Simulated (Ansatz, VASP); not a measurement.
# Ba5Na8Ca7Si22O60: VASP beside Ansatz

Aim: how closely do two programs agree when they are given the same cell, functional and k mesh? Of the first pair: The structure shown is frame 67 of Ansatz's trajectory.

Program: Ansatz 0.2.0. Level of theory: plane waves, with VASP 6.6.1 beside it; single point at PBE. Results are calculated unless marked as measured.

**1. Set-up**

The cell holds 102 atoms: 22 Si, 8 Na, 5 Ba, 7 Ca and 60 O. Its edges and angles: a = 11.396 Å, b = 11.396 Å, c = 11.396 Å, α = 90.0°, β = 90.0°, γ = 90.0°. As first built, before any earlier steps moved the atoms (in the runner's words): 102 atoms (22 Si, 8 Na, 5 Ba, 7 Ca, 60 O) placed at random at 3.02 g/cm^3, melted at 4000 K for 10 ps at fixed volume with the Morse and Coulomb pair potential with partial charges (Pedone, Malavasi, Menziani, Cormack and Segre, J. Phys. Chem. B 110, 11780 (2006)). Quenched from 4000 K to 300 K at 50 K/ps and fixed volume, held 10 ps at zero pressure.

**2. Ansatz: dynamics, PBE**

Ansatz runs on its default PAW (the set named soft_2) files.

One frame of this run of dynamics is then solved in both programs, so the motion causes no difference.

The input, input.yaml:

```yaml
crystal:
  lattice:
    - [11.39575, 0.0, 0.0]
    - [0.0, 11.39575, 0.0]
    - [0.0, 0.0, 11.39575]
  atoms:
    - { symbol: Si, position: [0.45292, 0.57218, 0.96812] }
    - { symbol: Si, position: [0.64082, 0.91683, 0.33929] }
    - { symbol: Si, position: [0.78261, 0.10787, 0.48856] }
    - { symbol: Si, position: [0.21488, 0.61838, 0.64231] }
    - { symbol: Si, position: [0.79737, 0.04642, 0.8984] }
    - { symbol: Si, position: [0.62128, 0.2247, 0.16479] }
    - { symbol: Si, position: [0.26546, 0.48464, 0.40424] }
    - { symbol: Si, position: [0.92807, 0.83081, 0.78122] }
    - { symbol: Si, position: [0.59131, 0.49054, 0.17878] }
    - { symbol: Si, position: [0.39364, 0.8187, 0.07449] }
    - { symbol: Si, position: [0.87312, 0.73098, 0.01815] }
    - { symbol: Si, position: [0.64562, 0.1926, 0.71695] }
    - { symbol: Si, position: [0.95892, 0.67879, 0.55057] }
    - { symbol: Si, position: [0.65889, 0.89145, 0.07274] }
    - { symbol: Si, position: [0.19792, 0.53595, 0.90879] }
    - { symbol: Si, position: [0.38481, 0.11417, 0.78123] }
    - { symbol: Si, position: [0.36406, 0.71765, 0.33287] }
    - { symbol: Si, position: [0.16818, 0.08264, 0.31831] }
    - { symbol: Si, position: [0.57626, 0.73641, 0.50294] }
    - { symbol: Si, position: [0.85853, 0.48222, 0.13197] }
    - { symbol: Si, position: [0.03567, 0.31529, 0.97961] }
    - { symbol: Si, position: [0.44739, 0.08343, 0.32227] }
    - { symbol: Na, position: [0.02176, 0.90037, 0.44757] }
    - { symbol: Na, position: [0.49594, 0.7838, 0.79697] }
    - { symbol: Na, position: [0.9906, 0.41084, 0.68342] }
    - { symbol: Na, position: [0.24168, 0.32754, 0.75937] }
    - { symbol: Na, position: [0.88076, 0.99823, 0.18024] }
    - { symbol: Na, position: [0.73549, 0.89478, 0.62428] }
    - { symbol: Na, position: [0.45394, 0.08931, 0.00442] }
    - { symbol: Na, position: [0.66307, 0.5525, 0.71329] }
[... 66 atom lines left out ...]
    - { symbol: O, position: [0.08921, 0.21491, 0.05117] }
    - { symbol: O, position: [0.17099, 0.64394, 0.98233] }
    - { symbol: O, position: [0.11337, 0.32821, 0.57526] }
    - { symbol: O, position: [0.28055, 0.89034, 0.04751] }
    - { symbol: O, position: [0.68012, 0.90767, 0.20549] }
    - { symbol: O, position: [0.72876, 0.77393, 0.03619] }
kpoints:
  mp_grid: { grid: [1, 1, 1] }
hamiltonian:
  xc: pbe
scf:
  occupations: { method: fermi_dirac, width: 0.078 }
output:
  forces: true
md:
  timestep: 1.0
  n_steps: 200
  ensemble: nvt_langevin
  temperature: 900
  initial_velocities: maxwell_boltzmann
  seed: 5675
```

Run with:

```
> ansatz run input.yaml --threads 4 --pin off --max-ram 8192MiB --backend cpu --events-out ev --progress --plain --runs-dir out
```

Numbers of over 12 decimals in the logs are rounded to 6 here.

The program printed:

```text
Warning: md: disabling space-group detection — thermal motion breaks the input geometry's symmetry, so no spatial operation reduces the k-mesh or symmetrises the density; time reversal is kept, so that k and −k are solved as one point where they differ and the mesh holds both, and exact exchange and, on two spinor components, a DFT+U term hold to it where the run has them: on two components no moment then forms, and  [...]
Engine: ansatz 0.2.0, aarch64-unknown-linux-gnu
Pseudopotentials: kind: paw
Pseudopotential: Si, paw, valence charge 4, recommended cutoff 420 eV (normal), Si.paw.azcp
Pseudopotential: Na, paw, valence charge 9, recommended cutoff 420 eV (normal), Na.paw.azcp
Pseudopotential: Ba, paw, valence charge 10, recommended cutoff 420 eV (normal), Ba.paw.azcp
Pseudopotential: Ca, paw, valence charge 10, recommended cutoff 420 eV (normal), Ca.paw.azcp
Pseudopotential: O, paw, valence charge 6, recommended cutoff 420 eV (normal), O.paw.azcp
Functional definition: PBE
  parameter kappa = 0.804
  parameter beta = 0.066725
  exchange = pbe_x(kappa = kappa, mu = beta*pi^2/3)
  correlation = pbe_c(beta = beta)
Crystal: 102 atoms, lattice volume = 1479.888 Å³
Basis set: ecut = 420 eV, 28887 PW (Γ), exchange–correlation on 160×160×160 points (8 copies of the dense FFT grid, shifted against one another)
Bands: 422, of which v1, the nominal top of the filled ones, is band 320 counted from 1 (319 counted from 0)
Symmetry: 1 space group operations
k-points: 1
Non-local potential: Si, projectors of the file, l = 0: 2, l = 1: 2, l = 2: 2
Non-local potential: Na, projectors of the file, l = 0: 3, l = 1: 2, l = 2: 1
Non-local potential: Ba, projectors of the file, l = 0: 3, l = 1: 2, l = 2: 2, l = 3: 2
Non-local potential: Ca, projectors of the file, l = 0: 3, l = 1: 2, l = 2: 2
Non-local potential: O, projectors of the file, l = 0: 2, l = 1: 2, l = 2: 1
PAW form: soft (Blöchl's): semilocal exchange-correlation on the pseudo side does not see the compensation charge
PAW one-centre angular grid: Si, 110 points (default); XC on 64 Gauss nodes
PAW one-centre angular grid: Na, 110 points (default); XC on 64 Gauss nodes
PAW one-centre angular grid: Ba, 194 points (default); XC on 64 Gauss nodes
PAW one-centre angular grid: Ca, 110 points (default); XC on 64 Gauss nodes
PAW one-centre angular grid: O, 110 points (default); XC on 64 Gauss nodes
Initial density: superposition of atomic densities (neutral atoms: chi_scale 0, normalization atom), corrected by the library's trained network
Initial wavefunctions: pseudopotential atomic-orbital guess
Functional: x = pbe(κ = 0.804, μ = 0.219515), c = pbe(β = 0.066725)
SCF iter   1: F=—  HF=-102507.557839 eV  |F-HF|=—  |Δ(HF+E_count)|=         —  Δρ=2.10e-3  dr2=8.09e-2  ethr=1.77e-3  ⟨swp⟩=7.0  Hψ=2121  notcnv=0  defer=70
preconditioner: auto → Resta (q_TF=auto, 2.373 Å⁻¹)  ε∞=3.1  [insulator: Δε(μ)=2.904 eV  Ē_g=16.163 eV  σ=0.078 eV  W_gap=1.00  n_scr=340 (ndim 8)  ℏωp=23.6 eV  f_vac=0.120  D(μ)=0.00/eV (n_scr^D=0)  ε∞_Penn≈3.1]
SCF iter   2: F=—  HF=-102507.564633 eV  |F-HF|=—  |Δ(HF+E_count)|=   6.79e-3  Δρ=1.20e-3  dr2=2.02e-2  ethr=1.26e-5  ⟨swp⟩=2.0  Hψ=706  notcnv=0  defer=70
SCF iter   3: F=—  HF=-102507.567490 eV  |F-HF|=—  |Δ(HF+E_count)|=   2.86e-3  Δρ=5.34e-4  dr2=6.75e-3  ethr=3.16e-6  ⟨swp⟩=2.0  Hψ=548  notcnv=0  defer=70
SCF iter   4: F=—  HF=-102507.569139 eV  |F-HF|=—  |Δ(HF+E_count)|=   1.65e-3  Δρ=2.68e-4  dr2=1.11e-3  ethr=1.05e-6  ⟨swp⟩=2.0  Hψ=524  notcnv=0  defer=70
SCF iter   5: F=—  HF=-102507.569151 eV  |F-HF|=—  |Δ(HF+E_count)|=   1.21e-5  Δρ=1.09e-4  dr2=2.04e-4  ethr=1.73e-7  ⟨swp⟩=2.0  Hψ=548  notcnv=0  defer=70
SCF iter   6: F=—  HF=-102507.569191 eV  |F-HF|=—  |Δ(HF+E_count)|=   4.00e-5  Δρ=3.80e-5  dr2=2.81e-5  ethr=3.19e-8  ⟨swp⟩=2.0  Hψ=548  notcnv=0  defer=70
SCF iter   7: F=—  HF=-102507.568732 eV  |F-HF|=—  |Δ(HF+E_count)|=   4.58e-4  Δρ=1.95e-5  dr2=5.89e-6  ethr=4.38e-9  ⟨swp⟩=2.0  Hψ=741  notcnv=0  defer=90
SCF iter   8: F=—  HF=-102507.568735 eV  |F-HF|=—  |Δ(HF+E_count)|=   2.99e-6  Δρ=6.52e-6  dr2=8.68e-7  ethr=9.21e-10  ⟨swp⟩=2.0  Hψ=550  notcnv=0  defer=90
SCF iter   9: F=—  HF=-102507.568737 eV  |F-HF|=—  |Δ(HF+E_count)|=   1.10e-6  Δρ=4.00e-6  dr2=2.18e-7  ethr=1.36e-10  ⟨swp⟩=2.0  Hψ=625  notcnv=0  defer=90
SCF iter  10: F=-102507.568737 eV  HF=-102507.568737 eV  |F-HF|=1.42e-8  |Δ(HF+E_count)|=   4.00e-8  Δρ=1.38e-6  dr2=2.96e-8  ethr=1.56e-11  ⟨swp⟩=4.0  Hψ=1243  notcnv=0
SCF 1 converged in 10 iterations: F = -102507.568737 eV  dr2 = 2.96e-8
[...]
md step   197: t =   197.00 fs  T =   857.6 K  F+E_penalty+E_count = -102506.88440155 eV  E_kin = 11.306950 eV  (7 SCF iters)
[...]
md step   198: t =   198.00 fs  T =   883.3 K  F+E_penalty+E_count = -102507.01715804 eV  E_kin = 11.645704 eV  (6 SCF iters)
[...]
md step   199: t =   199.00 fs  T =   909.5 K  F+E_penalty+E_count = -102507.12618210 eV  E_kin = 11.990977 eV  (6 SCF iters)
[...]
md step   200: t =   200.00 fs  T =   907.2 K  F+E_penalty+E_count = -102507.18697094 eV  E_kin = 11.961305 eV  (9 SCF iters)
SCF converged after 9 iterations
Free energy (F): -102507.186971 eV
Harris-Foulkes:  -102507.186971 eV  (|F-HF|=5.28e-9)
Internal energy: -102507.186971 eV  (E = F + TS)
E sigma→0 (E₀):  -102507.186971 eV
Entropy (-TS):   -0.000000 eV (-0.000 meV/atom)
Fermi energy:    6.663449 eV
--- Per-component energies (eV) ---
  E_band       = -4115.639397
  E_kinetic    = 15422.759513
  E_local      = -46303.053560  (includes V_loc(G=0)·N_el)
  E_nonlocal   = 5060.563646
  E_hartree    = 16968.766334
  E_xc         = -7826.653780
  E_vxc        = -9050.558292  (∫ρ·V_xc dr)
  E_paw        = -55040.853725  (= ΣΔE_a)
  E_vpaw       = -3183.032680  (= ΣTr[D̂ρ^β])
  E_aug_tail   = 0.149977  (compensation charges beyond the density's cutoff)
  E_ewald      = -30788.865377
  E_smearing   = -0.000000  (= −TS)
  E_closure    = 0.000000  (closes the sum)
  Σ components = -102507.186971   (vs F -102507.186971, Δ=0.00e0)
--- Forces (eV/Å), atoms counted from 1 ---
  atom   1  Si    -1.14388588     0.05771267     2.75890102
  atom   2  Si     0.68544380     2.06814165    -0.37461755
  atom   3  Si    -0.31545723    -0.60008735     0.63623304
  atom   4  Si     0.21907176     1.10736479    -2.07197866
  atom   5  Si     1.63647329     1.44498707     2.58542367
  atom   6  Si    -3.17482029     1.08845531    -0.10676431
  atom   7  Si     1.22589105    -1.05637488    -1.70449455
  atom   8  Si     1.12417071    -2.28200436     0.25370755
  atom   9  Si     0.78426327     2.98802775    -1.64473755
  atom  10  Si     1.39859637    -2.23556157     2.38363788
  atom  11  Si     3.11817776    -2.50378201    -1.00881338
  atom  12  Si     0.29656717    -1.03699397     0.19055071
  atom  13  Si    -0.30579398    -2.29635756     4.85661607
  atom  14  Si    -1.79544151    -2.16361282    -0.56181613
  atom  15  Si     0.97863467     1.18536831     2.90122846
  atom  16  Si    -1.79589534     2.79741749    -0.71323064
  atom  17  Si     0.56997455    -0.46368758     1.16701750
  atom  18  Si     1.17195233    -0.14198437     0.60609073
  atom  19  Si    -2.10293834     0.94206495    -0.34174664
  atom  20  Si    -2.68426227     1.79727782     0.02046903
  atom  21  Si     2.29149640    -0.75963416    -0.32991801
  atom  22  Si    -0.00495265     1.28732133    -0.40150815
  atom  23  Na     0.50476803     0.58178744    -0.23619958
  atom  24  Na    -0.17676412    -0.24375672     0.78409754
[...]
atom  95  O      0.03810190     0.73709942     1.31983711
  atom  96  O     -1.10273076    -0.98808534     0.38726077
  atom  97  O     -0.73491875     0.28817227     0.23387465
  atom  98  O      1.08421184    -0.67546926    -1.49481191
  atom  99  O     -0.81207367     0.20790777     0.66053265
  atom 100  O     -0.77107248     0.32025109     0.04386643
  atom 101  O     -1.48334272    -1.18452377     0.06571664
  atom 102  O     -1.74427787     0.21014720     0.71508655
  max |Σ_I F_I| component: 1.18e-4 eV/Å
--- MD trajectory: 200 steps, t = 0.0 → 200.0 fs ---
  final state: T = 907.2 K   F+E_penalty+E_count = -102507.18697094 eV   E_kin = 11.961305 eV
```

**3. VASP: single point, PBE, pair 1**

The same cell, functional, mesh and smearing now go to VASP, with its own data sets.

Lines of VASP's logs that name or quote its potential files are left out, and so is its time.

The input, INCAR:

```
SYSTEM = Ba5Na8Ca7Si22O60
PREC = Accurate
ENCUT = 520
EDIFF = 1E-06
NELM = 120
ISMEAR = -1
SIGMA = 0.078
LREAL = Auto
ALGO = Normal
GGA = PE
NBANDS = 384
LORBIT = 11
LWAVE = .FALSE.
LCHARG = .FALSE.
ISIF = 2
LASPH = .TRUE.
GGA_COMPAT = .FALSE.
EFERMI = MIDGAP
NCORE = 2
```

The input, POSCAR:

```
Ba5Na8Ca7Si22O60
1.0
   11.3957500000      0.0000000000      0.0000000000
    0.0000000000     11.3957500000      0.0000000000
    0.0000000000      0.0000000000     11.3957500000
Si Na Ba Ca O
22 8 5 7 60
Direct
    0.4588026238      0.5882807187      0.9554614659
    0.6431696027      0.9241778733      0.3472873659
    0.8107057456      0.1252572231      0.4774587017
    0.2119035605      0.6195906369      0.6509970822
    0.7992014567      0.0294846763      0.8971151526
    0.6153785402      0.2321303995      0.1815589145
    0.2720487901      0.5113134283      0.4075905491
    0.9161748898      0.8129872979      0.7834411952
    0.5945813132      0.4902704956      0.1817870697
    0.3820459382      0.8156023079      0.0743698309
    0.8627690148      0.7309128403      0.0250883005
    0.6536384178      0.2064278349      0.7195401795
    0.9521093390      0.6603163460      0.5557247219
    0.6426518658      0.8797227036      0.0760897703
    0.1921505825      0.5425355944      0.9116556611
    0.3831954895      0.1022837461      0.7764210342
    0.3731127833      0.7143803611      0.3244367418
    0.1560494044      0.0799508589      0.3195050786
    0.5788473773      0.7193822258      0.5131913213
    0.8431301143      0.4843384595      0.1184564421
    0.0214202663      0.3299036922      0.9706074633
    0.4391286225      0.0843033587      0.3263497356
    0.0160849439      0.9140688415      0.4084505188
    0.5251606959      0.7817475813      0.7964635939
    0.9797336726      0.4252287037      0.7171533247
    0.2309545225      0.3485948709      0.7544128293
    0.8404273523      0.9917205976      0.2001009148
    0.7512625321      0.9027225062      0.6080951232
    0.4830923809      0.0625233091      0.9792027730
    0.6937147621      0.5788649277      0.7107562030
[... 66 atom lines left out ...]
    0.0804422701      0.2325779348      0.0586885462
    0.1365070311      0.6586929338      0.9648860321
    0.1187547989      0.3004014655      0.6148608034
    0.2614483470      0.8754842814      0.0499835465
    0.6613781454      0.8893578746      0.2106925828
    0.7234626944      0.7709189830      0.0356448676
```

The input, KPOINTS:

```
Automatic mesh
0
Gamma
1 1 1
0 0 0
```

PAW data sets: Si, Na_pv, Ba_sv, Ca_sv and O (PBE family, release 64).

Run with:

```
> mpirun -np 8 vasp_gam
```

The program printed:

```text
[banner, memory and clock lines left out]
running    8 mpi-ranks, on    1 nodes
[...]
LDA part: xc-table for (Slater+PW92), standard interpolation
 POSCAR, INCAR and KPOINTS ok, starting setup
[...]
entering main loop
       N       E                     dE             d eps       ncg     rms          rms(c)
DAV:   1     0.811995564055E+04    0.81200E+04   -0.34584E+05   768   0.173E+03
DAV:   2     0.324402747543E+03   -0.77956E+04   -0.74409E+04   920   0.470E+02
DAV:   3    -0.748374479798E+03   -0.10728E+04   -0.10529E+04   864   0.192E+02
DAV:   4    -0.820378562212E+03   -0.72004E+02   -0.71447E+02  1016   0.530E+01
[...]
DAV:  18    -0.713736313214E+03    0.87547E-06   -0.59877E-05  1056   0.142E-02    0.186E-02
DAV:  19    -0.713736310589E+03    0.26252E-05   -0.18294E-05   944   0.978E-03    0.918E-03
DAV:  20    -0.713736311470E+03   -0.88177E-06   -0.80839E-06   904   0.578E-03
   1 F= -.71373631E+03 E0= -.71373631E+03  d E =-.421395E-07
```

From OUTCAR (step 3):

```text
  Total       12.6635405     25.7297575     36.9561995     16.1481273     10.7302890     -6.0212711
  in kB       13.7099852     27.8559219     40.0100548     17.4825189     11.6169806     -6.5188356
  external PRESSURE =      27.1919873 kB  Pullay stress =       0.0000000 kB

 POSITION                                       TOTAL-FORCE (eV/Angst)
 -----------------------------------------------------------------------------------
      5.22840      6.70390     10.88820        -1.223381     -1.667570      0.345418
      7.32940     10.53170      3.95760         2.432077      1.116209      0.130713
      9.23860      1.42740      5.44100         0.433726     -3.240306      3.179192
      2.41480      7.06070      7.41860        -0.069997      0.137210     -0.638377
      9.10750      0.33600     10.22330        -2.520089      1.012763      2.738561
      7.01270      2.64530      2.06900        -1.714650      1.036452     -4.245754
      3.10020      5.82680      4.64480        -2.813094     -3.613180      1.902289
     10.44050      9.26460      8.92790         2.824893     -1.146874      2.065644
      6.77570      5.58700      2.07160        -2.592169     -0.691235      0.520405
      4.35370      9.29440      0.84750         0.445058      0.973595      1.178905
[...]
10.64920      8.29930      4.65780         0.295151     -1.511846      3.242226
      8.02170      5.72230      1.08190         1.537954     -0.804570     -2.036189
     10.45830      0.53230      6.16180        -1.964435     -0.562142     -0.782310
[...]
-----------------------------------------------------------------------------------
    total drift:                               -0.021965      0.003814     -0.016716

  FREE ENERGIE OF THE ION-ELECTRON SYSTEM (eV)
  ---------------------------------------------------
  free  energy   TOTEN  =      -713.7363114704 eV

  energy  without entropy=     -713.7363114283  energy(sigma->0) =     -713.73631145

[... 3 further parts left out ...]
[key lines of the parts left out:]
E-fermi :   3.7150
```

Harder data sets than Ba_sv exist (the GW ones), and pressures, volumes and forces can shift noticeably with them.

**4. Comparison**

Known differences besides the potentials themselves: the data sets hold 640 valence electrons in Ansatz (on its default PAW (the set named soft_2) files) and 624 in VASP; the cutoff is 420 eV in Ansatz and 520 eV in VASP (PREC = Accurate, projectors in real space). Total energies have different zeros and are not compared.

Forces on 10 of the 102 atoms, those with the largest forces and the largest differences (eV/Å; atoms numbered as in POSCAR):

| atom | Ansatz x, y, z | VASP x, y, z |
| --- | --- | --- |
| Si3 | 0.492, -3.201, 3.154 | 0.434, -3.240, 3.179 |
| Si6 | -1.666, 1.032, -4.222 | -1.715, 1.036, -4.246 |
| Si7 | -2.827, -3.572, 1.866 | -2.813, -3.613, 1.902 |
| Si18 | 1.454, 3.788, -5.063 | 1.488, 3.838, -5.114 |
| Ba31 | 0.235, 0.616, 0.126 | 0.259, 0.489, 0.316 |
| Ba32 | 0.471, -0.782, -0.832 | 0.533, -0.902, -0.960 |
| Ba34 | -0.620, -0.024, 0.689 | -0.553, -0.108, 0.889 |
| O48 | 0.726, -0.527, 3.799 | 0.711, -0.542, 3.873 |
| O61 | 0.168, -3.505, -2.892 | 0.179, -3.551, -2.913 |
| O93 | -4.553, 1.785, 0.265 | -4.633, 1.834, 0.261 |

The forces differ by 45 meV/Å r.m.s., which is 3.3 % of the r.m.s. force of 1.374 eV/Å (both taken over all components).

**5. Ansatz: dynamics, PBE**

One frame of this run of dynamics is then solved in both programs, so the motion causes no difference.

The structure compared here is frame 134 of Ansatz's trajectory.

input.yaml is that of step 2.

Run with:

```
> ansatz run input.yaml --threads 4 --pin off --max-ram 8192MiB --backend cpu --events-out ev --progress --plain --runs-dir out
```

The program printed:

```text
[...]
Crystal: 102 atoms, lattice volume = 1479.888 Å³
Basis set: ecut = 420 eV, 28887 PW (Γ), exchange–correlation on 160×160×160 points (8 copies of the dense FFT grid, shifted against one another)
Bands: 422, of which v1, the nominal top of the filled ones, is band 320 counted from 1 (319 counted from 0)
Symmetry: 1 space group operations
k-points: 1
[...]
atom   7  Si     1.22589105    -1.05637488    -1.70449455
  atom   8  Si     1.12417071    -2.28200436     0.25370755
[...]
atom  99  O     -0.81207367     0.20790777     0.66053265
  atom 100  O     -0.77107248     0.32025109     0.04386643
  atom 101  O     -1.48334272    -1.18452377     0.06571664
  atom 102  O     -1.74427787     0.21014720     0.71508655
  max |Σ_I F_I| component: 1.18e-4 eV/Å
--- MD trajectory: 200 steps, t = 0.0 → 200.0 fs ---
[...]
[key lines of the parts left out:]
SCF converged after 9 iterations
Free energy (F): -102507.186971 eV
Fermi energy:    6.663449 eV
```

[end of part 1 of 2]

[Lines on the potential files, build, host, timing and source positions are cut from VASP's logs without a mark.]

[Logs are printed without paths, hosts, clocks, repeated set-up lines and the standing remarks that a program may print on its own settings, such as how far it seeks lower states.]

[Hosts, paths, dates, database ids (printed as entryN), source tags and the programs' standing remarks are cut or masked in the printed files.]
